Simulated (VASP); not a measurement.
# AgRu12 in VASP: relaxation of the atoms with PBE+D3(BJ)

Aim: the relaxation of the atoms of AgRu12 with PBE+D3(BJ).

Program: VASP 6.6.1. These are calculated values, not measurements. Logs are shortened: lines on timing, memory, paths and dates and some standing lists are left out, and cuts for length are marked.

### Step 1. The slab as given

The cell holds a slab with vacuum, 13 atoms: a = 5.400 Å, b = 5.400 Å, c = 20.777 Å, α = 90.00°, β = 90.00°, γ = 60.00°.

The cell was built by a generator and needn't be a form met in nature.

### Step 2. Relaxation of the atoms, PBE+D3(BJ)

INCAR

```
SYSTEM = AgRu12
  ALGO = Normal
  EDIFF = 1E-6
  EDIFFG = -0.03
  ENCUT = 400
  GGA = PE
  IBRION = 2
  ISIF = 2
  ISMEAR = 1
  ISYM = 0
  IVDW = 12
  KPAR = 4
  LASPH = .True.
  LCHARG = .False.
  LREAL = Auto
  LWAVE = .False.
  NELM = 80
  NSW = 120
  PREC = Accurate
  SIGMA = 0.1
```

KPOINTS

```
k-points
0
Gamma
  6 6 1
  0 0 0
```

POSCAR

```
AgRu12
1.0
    5.4000000000      0.0000000000      0.0000000000
    2.7000000000      4.6765371804      0.0000000000
    0.0000000000      0.0000000000     20.7768000000
Ru Ag
12 1
Selective dynamics
Direct
    0.0000000000      0.0000000000      0.1203265180  F F F
    0.5000000000      0.0000000000      0.1203265180  F F F
    0.0000000000      0.5000000000      0.1203265180  F F F
    0.5000000000      0.5000000000      0.1203265180  F F F
    0.8333333333      0.3333333333      0.2232490085  F F F
    0.3333333333      0.3333333333      0.2232490085  F F F
    0.8333333333      0.8333333333      0.2232490085  F F F
    0.3333333333      0.8333333333      0.2232490085  F F F
    0.0000000000      0.0000000000      0.3261714990  T T T
    0.5000000000      0.0000000000      0.3261714990  T T T
    0.0000000000      0.5000000000      0.3261714990  T T T
    0.5000000000      0.5000000000      0.3261714990  T T T
    0.3333333333      0.3333333333      0.4377494269  T T T
```

Potentials or basis: VASP PAW PBE potentials, release 64 (Ru_pv, Ag).

Launch:

```sh
$ cat potpaw_PBE.64/Ru_pv/POTCAR potpaw_PBE.64/Ag/POTCAR > POTCAR
$ mpirun -np 4 vasp_std > vasp.out
```

OUTCAR:

```text
SYSTEM = AgRu12
   EDIFF = 1E-6
   EDIFFG = -0.03
   ENCUT = 400
   GGA = PE
   IBRION = 2
   ISIF = 2
   ISMEAR = 1
   ISYM = 0
   IVDW = 12
   LASPH = .True.
   LREAL = Auto
   NELM = 80
   NSW = 120
   PREC = Accurate
 IVDW          = 12

 ion  position               nearest neighbor table
   1  0.000  0.000  0.120-   5 2.65   8 2.65   7 2.65   3 2.70   3 2.70   4 2.70   4 2.70   2 2.70
                             2 2.70
   2  0.500  0.000  0.120-   6 2.65   7 2.65   8 2.65   4 2.70   3 2.70   4 2.70   3 2.70   1 2.70
                             1 2.70
   3  0.000  0.500  0.120-   7 2.65   6 2.65   5 2.65   1 2.70   1 2.70   2 2.70   2 2.70   4 2.70
                             4 2.70
   4  0.500  0.500  0.120-   8 2.65   5 2.65   6 2.65   2 2.70   1 2.70   2 2.70   1 2.70   3 2.70
                             3 2.70
   5  0.833  0.333  0.223-   1 2.65   9 2.65   4 2.65  12 2.65  11 2.65   3 2.65   7 2.70   7 2.70
                             8 2.70   8 2.70   6 2.70   6 2.70
   6  0.333  0.333  0.223-   2 2.65  10 2.65   3 2.65  11 2.65   4 2.65  12 2.65   8 2.70   7 2.70
                             8 2.70   7 2.70   5 2.70   5 2.70
   7  0.833  0.833  0.223-   3 2.65  11 2.65  10 2.65   2 2.65   1 2.65   9 2.65   5 2.70   5 2.70
                             6 2.70   6 2.70   8 2.70   8 2.70
   8  0.333  0.833  0.223-   4 2.65  12 2.65   9 2.65   1 2.65  10 2.65   2 2.65   6 2.70   5 2.70
                             6 2.70   5 2.70   7 2.70   7 2.70
   9  0.000  0.000  0.326-   5 2.65   8 2.65   7 2.65  11 2.70  11 2.70  12 2.70  12 2.70  10 2.70
                            10 2.70
  10  0.500  0.000  0.326-   6 2.65   7 2.65   8 2.65  12 2.70  11 2.70  12 2.70  11 2.70   9 2.70
                             9 2.70  13 2.79
  11  0.000  0.500  0.326-   7 2.65   6 2.65   5 2.65   9 2.70   9 2.70  10 2.70  10 2.70  12 2.70
                            12 2.70  13 2.79
  12  0.500  0.500  0.326-   8 2.65   5 2.65   6 2.65  10 2.70   9 2.70  10 2.70   9 2.70  11 2.70
                            11 2.70  13 2.79
  13  0.333  0.333  0.438-  10 2.79  11 2.79  12 2.79

IMPORTANT INFORMATION: All symmetrisations will be switched off!
NOSYMM: (Re-)initialisation of all symmetry stuff for point group C_1.

----------------------------------------------------------------------------------------

                                     Primitive cell

  volume of cell :     524.6828

  direct lattice vectors                    reciprocal lattice vectors
     5.400000000  0.000000000  0.000000000     0.185185185 -0.106916717  0.000000000
     2.700000000  4.676537180  0.000000000     0.000000000  0.213833433  0.000000000
     0.000000000  0.000000000 20.776800000     0.000000000  0.000000000  0.048130607

  length of vectors
     5.400000000  5.400000000 20.776800000     0.213833433  0.213833433  0.048130607

  position of ions in fractional coordinates (direct lattice)
     0.000000000  0.000000000  0.120326518
     0.500000000  0.000000000  0.120326518
     0.000000000  0.500000000  0.120326518
     0.500000000  0.500000000  0.120326518
     0.833333333  0.333333333  0.223249008
     0.333333333  0.333333333  0.223249008
     0.833333333  0.833333333  0.223249008
     0.333333333  0.833333333  0.223249008
     0.000000000  0.000000000  0.326171499
     0.500000000  0.000000000  0.326171499
     0.000000000  0.500000000  0.326171499
     0.500000000  0.500000000  0.326171499
     0.333333333  0.333333333  0.437749427

  ion indices of the primitive-cell ions
   primitive index   ion index
                 1           1
                 2           2
                 3           3
                 4           4
                 5           5
                 6           6
                 7           7
                 8           8
                 9           9
                10          10
                11          11
                12          12
                13          13

----------------------------------------------------------------------------------------

 KPOINTS: k-points

Automatic generation of k-mesh.
 Grid dimensions read from file:
 generate k-points for:    6    6    1

 Generating k-lattice:

  Cartesian coordinates                     Fractional coordinates (reciprocal lattice)
     0.030864198 -0.017819453  0.000000000     0.166666667  0.000000000  0.000000000
     0.000000000  0.035638906  0.000000000     0.000000000  0.166666667  0.000000000
     0.000000000  0.000000000  0.048130607     0.000000000  0.000000000  1.000000000

  Length of vectors
     0.035638906  0.035638906  0.048130607

  Shift w.r.t. Gamma in fractional coordinates (k-lattice)
     0.000000000  0.000000000  0.000000000

 Subroutine IBZKPT returns following result:
 ===========================================

 Found     20 irreducible k-points:

 Following reciprocal coordinates:
            Coordinates               Weight
  0.000000  0.000000  0.000000      1.000000
  0.166667  0.000000  0.000000      2.000000
  0.166667  0.166667  0.000000      2.000000
  0.000000  0.166667  0.000000      2.000000
  0.333333  0.000000  0.000000      2.000000
  0.333333  0.333333  0.000000      2.000000
[... 12 lines left out ...]
  0.500000 -0.333333  0.000000      2.000000
 -0.333333  0.333333  0.000000      2.000000
   k-points           NKPTS =     20   k-points in BZ     NKDIM =     20   number of bands    NBANDS=    107
   number of dos      NEDOS =    301   number of ions     NIONS =     13
   total plane-waves  NPLWV = 181440
   dimension x,y,z NGX =    36 NGY =   36 NGZ =  140
   dimension x,y,z NGXF=    72 NGYF=   72 NGZF=  280
   ions per type =              12   1
   NGX,Y,Z   is equivalent  to a cutoff of  11.08, 11.08, 11.20 a.u.
   NGXF,Y,Z  is equivalent  to a cutoff of  22.17, 22.17, 22.40 a.u.
 SYSTEM =  AgRu12
   PREC   = accura    normal or accurate (medium, high low for compatibility)
   ISTART =      0    job   : 0-new  1-cont  2-samecut
   ICHARG =      2    charge: 1-file 2-atom 10-const
   ISPIN  =      1    spin polarized calculation?
   LNONCOLLINEAR =      F non collinear calculations
   LSORBIT =      F    spin-orbit coupling
   LASPH  =      T    aspherical Exc in radial PAW
   ENCUT  =  400.0 eV  29.40 Ry    5.42 a.u.   8.81  8.81 33.88*2*pi/ulx,y,z
   NELM   =     80;   NELMIN=  2; NELMDL= -5     # of ELM steps
   EDIFF  = 0.1E-05   stopping-criterion for ELM
   LREAL  =      T    real-space projection
   EDIFFG = -.3E-01   stopping-criterion for IOM
   NSW    =    120    number of steps for IOM
   IBRION =      2    ionic relax: 0-MD 1-quasi-New 2-CG
   NFREE  =      1    steps in history (QN), initial steepest desc. (CG)
   ISIF   =      2    stress and relaxation
   ISYM   =      0    0-nonsym 1-usesym 2-fastsym
   POTIM  = 0.5000    time-step for ionic-motion
   TEBEG  =    0.0;   TEEND  =   0.0 temperature during run
   PSTRESS=    0.0 pullay stress
   NELECT =     179.0000    total number of electrons
   NUPDOWN=      -1.0000    fix difference up-down
   EMIN   =  10.00;   EMAX   =-10.00  energy-range for DOS
   EFERMI =   0.00;   METHOD = LEGACY
   ISMEAR =     1;   SIGMA  =   0.10  broadening in eV -4-tet -1-fermi 0-gaus
   EFERMI_NEDOS =   21; number of points for ismear=-14 and -15
   IALGO  =     38    algorithm
   IMIX   =      4    mixing-type and parameters
     AMIX     =   0.40;   BMIX     =  1.00
     AMIX_MAG =   1.60;   BMIX_MAG =  1.00
  volume/ion in A,a.u.               =      40.36       272.36
  Fermi-wavevector in a.u.,A,eV,Ry     =   1.143915  2.161685 17.803773  1.308540
  Thomas-Fermi vector in A             =   2.280608
   LORBIT       =      0    0 simple, 1 ext, 2 COOP (PROOUT), +10 PAW based schemes
   GGA     = PE    functional components
   LHFCALC =     F    Hartree Fock is set to
   AEXX    =    0.0000 exact exchange contribution
   IVDW    =    12    specifies the selected vdW correction
   LEPSILON=     F    determine dielectric tensor
   LRPA    =     F    only Hartree local field effects (RPA)
 conjugate gradient relaxation of ions
 non-spin polarized calculation
 Methfessel and Paxton  Order N= 1 SIGMA  =   0.10
  energy-cutoff  :      400.00
  volume of cell :      524.68
 maximum number of plane-waves:      9555
   NGX = 17   NGY = 17   NGZ = 67

--------------------------------------- Ionic step        1  -------------------------------------------

 number of electron     179.0000017 magnetization

 Free energy of the ion-electron system (eV)
  ---------------------------------------------------
  ext. energy  EPLUGINS =         0.00000000
  ---------------------------------------------------
  free energy    TOTEN  =      -105.31209126 eV

  energy without entropy =     -105.33205959  energy(sigma->0) =     -105.31874737

------------------------ aborting loop because EDIFF is reached ----------------------------------------

 Edisp (eV)   -5.34787

 E8    (eV) :    -2.5381

  FORCE on cell =-STRESS in cart. coord.  units (eV):
  Direction    XX          YY          ZZ          XY          YZ          ZX
  --------------------------------------------------------------------------------------
  -------------------------------------------------------------------------------------
  Total     -14.58248   -14.58263   -17.40278     0.00015     0.00001    -0.00003
  in kB     -44.52924   -44.52969   -53.14133     0.00045     0.00003    -0.00008
  external pressure =      -47.40 kB  Pullay stress =        0.00 kB
[... 389 lines left out ...]
  energy  without entropy=     -110.8447559885  energy(sigma->0) =     -110.83702615

--------------------------------------- Ionic step        9  -------------------------------------------

 number of electron     179.0000006 magnetization

 Free energy of the ion-electron system (eV)
  ---------------------------------------------------
  ext. energy  EPLUGINS =         0.00000000
  ---------------------------------------------------
  free energy    TOTEN  =      -105.42112480 eV

  energy without entropy =     -105.43271309  energy(sigma->0) =     -105.42498756

 E-fermi :   1.4131     XC(G=0):  -5.8315

 val. band max:        1.4061507415   @ k =  -0.3333   0.3333   0.0000
 cond. band min:       1.5336743480   @ k =   0.3333  -0.1667   0.0000
 fundamental gap:      0.1275236064
 Fermi energy:         1.4131318338

 k-point     1 :       0.0000    0.0000    0.0000
  band No.  band energies     occupation
      1     -42.4341      2.00000
      2     -42.4341      2.00000
      3     -42.4111      2.00000
      4     -42.3035      2.00000
      5     -42.1746      2.00000
      6     -42.1216      2.00000
[... 2069 lines left out ...]
    100       2.0186     -0.00000
    101       2.3254     -0.00000
 [bands above 101 left out]

------------------------ aborting loop because EDIFF is reached ----------------------------------------

 Edisp (eV)   -5.41231

 E8    (eV) :    -2.5712

  FORCE on cell =-STRESS in cart. coord.  units (eV):
  Direction    XX          YY          ZZ          XY          YZ          ZX
  --------------------------------------------------------------------------------------
  -------------------------------------------------------------------------------------
  Total     -12.32943   -12.32960    -7.24595     0.00013     0.00000     0.00001
  in kB     -37.64930   -37.64982   -22.12632     0.00041     0.00001     0.00002
  external pressure =      -32.48 kB  Pullay stress =        0.00 kB
[... 28 lines left out ...]
  FREE ENERGIE OF THE ION-ELECTRON SYSTEM (eV)
  ---------------------------------------------------
  free  energy   TOTEN  =      -110.8334390788 eV

  energy  without entropy=     -110.8450273635  energy(sigma->0) =     -110.83730184

 reached required accuracy - stopping structural energy minimisation
```

Wall time 21 min (4 MPI ranks of AMD EPYC 9R45 (Zen 5), shared host); peak memory 0.78 GiB.

What came out:

```
Free energy                : -110.8334 eV
Energy gained by relaxing  : 13.3 meV/atom
Ionic steps                : 9
Band gap on the k mesh     : none (metal or under the smearing width)
Dispersion energy per atom : -0.416 eV
```

Step by step:
```tsv
step	energy change (eV)	largest force (eV/Å)	pressure (GPa)
1	0.0000	0.8988	-4.74
2	-0.1108	0.8236	-4.15
3	-0.1429	0.7552	-3.56
4	-0.1607	0.7478	-3.42
5	-0.1675	0.7396	-3.26
6	-0.1727	0.7472	-3.26
7	-0.1732	0.7503	-3.26
8	-0.1732	0.7506	-3.26
9	-0.1735	0.7512	-3.25
```

Final structure:
```
CELL_PARAMETERS angstrom
5.40000 0.00000 0.00000
2.70000 4.67654 0.00000
0.00000 0.00000 20.77680
ATOMIC_POSITIONS crystal
Ru 0.00000 0.00000 0.12033
Ru 0.50000 0.00000 0.12033
Ru 0.00000 0.50000 0.12033
Ru 0.50000 0.50000 0.12033
Ru 0.83333 0.33333 0.22325
Ru 0.33333 0.33333 0.22325
Ru 0.83333 0.83333 0.22325
Ru 0.33333 0.83333 0.22325
Ru 0.00000 0.00000 0.32297
Ru 0.49995 0.00010 0.32196
Ru 0.00010 0.49995 0.32196
Ru 0.49995 0.49995 0.32196
Ag 0.33333 0.33333 0.43131
```

Levels at points of the mesh, in eV from the Fermi level:
```
           k point  band 86  band 87  band 88  band 89  band 90  band 91  band 92  band 93  band 94  band 95
(0.00, 0.00, 0.00)     0.35     0.46     0.46     0.56     0.58     0.58     1.10     1.10     1.14     1.14
(0.50, 0.00, 0.00)    -1.04    -0.83    -0.39    -0.38    -0.23    -0.22    -0.22    -0.10    -0.02     0.20
(0.50, 0.50, 0.00)    -1.04    -0.83    -0.39    -0.38    -0.23    -0.22    -0.22    -0.10    -0.02     0.20
(0.00, 0.50, 0.00)    -1.04    -0.83    -0.39    -0.38    -0.23    -0.22    -0.22    -0.10    -0.02     0.20
```
